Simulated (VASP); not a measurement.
These are r2SCAN meta-GGA, VASP's PBE PAW potentials (set 64) (plane waves; VASP) values and carry that method's errors.

VASP input:

### POSCAR
```
GaN
1
    1.5948324847    -2.7623308550     0.0000000000
    1.5948324847     2.7623308550     0.0000000000
    0.0000000000     0.0000000000     5.1921273285
Ga N
2 2
Direct
  0.6666670000   0.3333330000   0.5001254378
  0.3333330000   0.6666670000   0.0001254378
  0.6666670000   0.3333330000   0.8768745622
  0.3333330000   0.6666670000   0.3768745622
```

INCAR:
```
! general
SYSTEM  = GaN
PREC    = Accurate
ENCUT   = 520
LREAL   = F   ! projection in real space or not
LASPH   = T   ! aspherical one-centre terms

! electronic loop
EDIFF   = 1E-7   ! SCF stop (eV)
NELM    = 100
ALGO    = Normal   ! blocked Davidson
LMAXMIX = 4   ! l cut-off of mixed one-centre charges
LMIXTAU = T

! smearing
ISMEAR  = -5   ! tetrahedra, Bloechl

! functional
METAGGA = R2SCAN

! ions
ISIF    = 2

! output
LWAVE   = F
LCHARG  = F
LORBIT  = 11   ! lm-projected
NEDOS   = 601
```

File KPOINTS:
```
Automatic mesh
0
G
 11 11 6
```

**KPOINTS_OPT**
```
k-points along high-symmetry lines
6
Line-mode
Reciprocal
  0.000000   0.000000   0.000000 ! GAMMA
  0.000000   0.500000   0.000000 ! M

  0.000000   0.500000   0.000000 ! M
 -0.333333   0.666667   0.000000 ! K

 -0.333333   0.666667   0.000000 ! K
  0.000000   0.000000   0.000000 ! GAMMA

  0.000000   0.000000   0.000000 ! GAMMA
  0.000000   0.000000   0.500000 ! A

  0.000000   0.000000   0.500000 ! A
  0.000000   0.500000   0.500000 ! L

  0.000000   0.500000   0.500000 ! L
 -0.333333   0.666667   0.500000 ! H

 -0.333333   0.666667   0.500000 ! H
  0.000000   0.000000   0.500000 ! A

  0.000000   0.500000   0.500000 ! L
  0.000000   0.500000   0.000000 ! M

 -0.333333   0.666667   0.500000 ! H
 -0.333333   0.666667   0.000000 ! K
```

POTCAR, in this order: Ga_d N (PBE.64 set). Program: vasp_std.

Problem. What will the output report for the number of irreducible k-points (NKPTS), largest plane-wave count, number of space-group operations, FFT grid (NGX, NGY, NGZ)?

Solution. 
| Item | Result |
|---|---|
| number of irreducible k-points (NKPTS) | 64 |
| largest plane-wave count | 1246 |
| number of space-group operations | 12 |
| FFT grid (NGX, NGY, NGZ) | 24 × 24 × 40 |

The compound is GaN in the wurtzite structure. It was relaxed first.
